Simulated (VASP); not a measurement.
Level of theory: PBEsol GGA, VASP's PBE PAW potentials (set 64) (plane waves; VASP).

A VASP calculation is set up with these files.

**INCAR**
```
LREAL=F
ICHARG=11
LORBIT=11   ! lm-projected
GGA=PS
LCHARG=F
ENCUT=400   ! plane-wave cut-off (eV)
SIGMA=0.05   ! width (eV)
PREC=Accurate
SYSTEM=NiAl
EDIFF=1E-7
ALGO=Normal   ! blocked Davidson
NELM=100   ! most electronic steps
LWAVE=F
LASPH=T
ISMEAR=0   ! Gaussian
LMAXMIX=4   ! l cut-off of mixed one-centre charges
```

KPOINTS:
```
k-points along high-symmetry lines
15
Line-mode
Reciprocal
  0.000000   0.000000   0.000000 ! GAMMA
  0.000000   0.500000   0.000000 ! X

  0.000000   0.500000   0.000000 ! X
  0.500000   0.500000   0.000000 ! M

  0.500000   0.500000   0.000000 ! M
  0.000000   0.000000   0.000000 ! GAMMA

  0.000000   0.000000   0.000000 ! GAMMA
  0.500000   0.500000   0.500000 ! R

  0.500000   0.500000   0.500000 ! R
  0.000000   0.500000   0.000000 ! X

  0.500000   0.500000   0.500000 ! R
  0.500000   0.500000   0.000000 ! M
```

POSCAR:
```
NiAl
1
    2.8621238793     0.0000000000     0.0000000000
    0.0000000000     2.8621238793     0.0000000000
    0.0000000000     0.0000000000     2.8621238793
Ni Al
1 1
Direct
  0.0000000000   0.0000000000   0.0000000000
  0.5000000000   0.5000000000   0.5000000000
```

POTCAR, in this order: Ni Al (PBE.64 set). Program: vasp_std. Read from the step before: CHGCAR.

The run wrote:

OUTCAR:
```
 ion  position               nearest neighbor table
   1  0.000  0.000  0.000-   2 2.48   2 2.48   2 2.48   2 2.48   2 2.48   2 2.48   2 2.48   2 2.48
  LATTYP: Found a simple cubic cell.
 ALAT       =     2.8621238793
 Subroutine PRICEL returns:
 Original cell was already a primitive cell.
 Subroutine GETGRP returns: Found 48 space group operations
The static configuration has the point symmetry O_h .
The dynamic configuration has the point symmetry O_h .
 Subroutine INISYM returns: Found 48 space group operations
   k-points           NKPTS =     90   k-points in BZ     NKDIM =     90   number of bands    NBANDS=     10
   number of dos      NEDOS =    301   number of ions     NIONS =      2
   total plane-waves  NPLWV =   8000
   dimension x,y,z NGX =    20 NGY =   20 NGZ =   20
   dimension x,y,z NGXF=    40 NGYF=   40 NGZF=   40
   ions per type =               1   1
   PREC   = accura    normal or accurate (medium, high low for compatibility)
   ISTART =      0    job   : 0-new  1-cont  2-samecut
   ICHARG =     11    charge: 1-file 2-atom 10-const
   ISPIN  =      1    spin polarized calculation?
   LNONCOLLINEAR =      F non collinear calculations
   LSORBIT =      F    spin-orbit coupling
   INIWAV =      1    electr: 0-lowe 1-rand  2-diag
   ENCUT  =  400.0 eV  29.40 Ry    5.42 a.u.   4.67  4.67  4.67*2*pi/ulx,y,z
   NELM   =    100;   NELMIN=  2; NELMDL= -5     # of ELM steps
   EDIFF  = 0.1E-06   stopping-criterion for ELM
   LREAL  =      F    real-space projection
   NLSPLINE    = F    spline interpolate recip. space projectors
   LMAXMIX     =    4 max onsite mixed and CHGCAR
   VOSKOWN=      0    Vosko Wilk Nusair interpolation
   EDIFFG = 0.1E-05   stopping-criterion for IOM
   NSW    =      0    number of steps for IOM
   NBLOCK =      1;   KBLOCK =      1    inner block; outer block
   IBRION =     -1    ionic relax: 0-MD 1-quasi-New 2-CG
   NFREE  =      0    steps in history (QN), initial steepest desc. (CG)
   ISIF   =      2    stress and relaxation
   ISYM   =      2    0-nonsym 1-usesym 2-fastsym
   TEIN   =    0.0    initial temperature
   TEBEG  =    0.0;   TEEND  =   0.0 temperature during run
   SMASS  =  -3.00    Nose mass-parameter (am)
...
```

File OSZICAR:
```
       N       E                     dE             d eps       ncg     rms          rms(c)
DAV:   1     0.353105234804E+02    0.35311E+02   -0.49995E+03  1832   0.115E+03
DAV:   2    -0.956205402024E+01   -0.44873E+02   -0.41865E+02  1826   0.191E+02
DAV:   3    -0.104719216756E+02   -0.90987E+00   -0.90384E+00  2318   0.348E+01
DAV:   4    -0.104829048447E+02   -0.10983E-01   -0.10980E-01  2216   0.325E+00
DAV:   5    -0.104832291912E+02   -0.32435E-03   -0.32433E-03  2132   0.515E-01
DAV:   6    -0.104832451100E+02   -0.15919E-04   -0.15919E-04  2424   0.968E-02
DAV:   7    -0.104832454768E+02   -0.36674E-06   -0.36677E-06  2056   0.125E-02
DAV:   8    -0.104832454960E+02   -0.19220E-07   -0.19629E-07  1850   0.241E-03
   1 F= -.10483245E+02 E0= -.10483153E+02  d E =-.185184E-03
```

OUTCAR:
```
 val. band max:       11.1024175660   @ k =   0.4286   0.5000   0.4286

 cond. band min:      11.2128658119   @ k =   0.2500   0.2500   0.0000



 k-point     1 :       0.0000    0.0000    0.0000
  band No.  band energies     occupation
      1      -1.1169      2.00000
      2       6.8286      2.00000
      3       6.8286      2.00000
      4       8.5791      2.00000
      5       8.5791      2.00000
      6       8.5791      2.00000
      7      15.7396      0.00000
      8      15.7396      0.00000
      9      15.7396      0.00000
     10      18.3712      0.00000

 k-point     2 :       0.0000    0.0357    0.0000
  band No.  band energies     occupation
      1      -1.0931      2.00000
      2       6.8274      2.00000
      3       6.8344      2.00000
      4       8.5683      2.00000
      5       8.5683      2.00000
      6       8.5802      2.00000
      7      15.4327      0.00000
      8      15.7713      0.00000
      9      15.7713      0.00000
     10      18.3723      0.00000

 k-point     3 :       0.0000    0.0714    0.0000
  band No.  band energies     occupation
      1      -1.0216      2.00000
      2       6.8221      2.00000
      3       6.8514      2.00000
      4       8.5369      2.00000
      5       8.5369      2.00000
      6       8.5834      2.00000
      7      14.7513      0.00000
      8      15.8655      0.00000
      9      15.8655      0.00000
     10      18.3753      0.00000

 k-point     4 :       0.0000    0.1071    0.0000
  band No.  band energies     occupation
      1      -0.9027      2.00000
      2       6.8086      2.00000
      3       6.8790      2.00000
      4       8.4876      2.00000
      5       8.4876      2.00000
      6       8.5888      2.00000
      7      13.9522      0.00000
      8      16.0200      0.00000
      9      16.0200      0.00000
     10      18.3805      0.00000

 k-point     5 :       0.0000    0.1429    0.0000
  band No.  band energies     occupation
...
```

The density is held fixed in this step, so its total energy and stress have no physical meaning.

The structure was generated: NiAl was put into the CsCl type type (Pm-3m), which need not be its known phase. It was relaxed first, which changed the volume by -27 %. The run is not spin-polarised, so no magnetic state was tried. The electron count is odd and the run is not spin-polarised, which forces a metal.
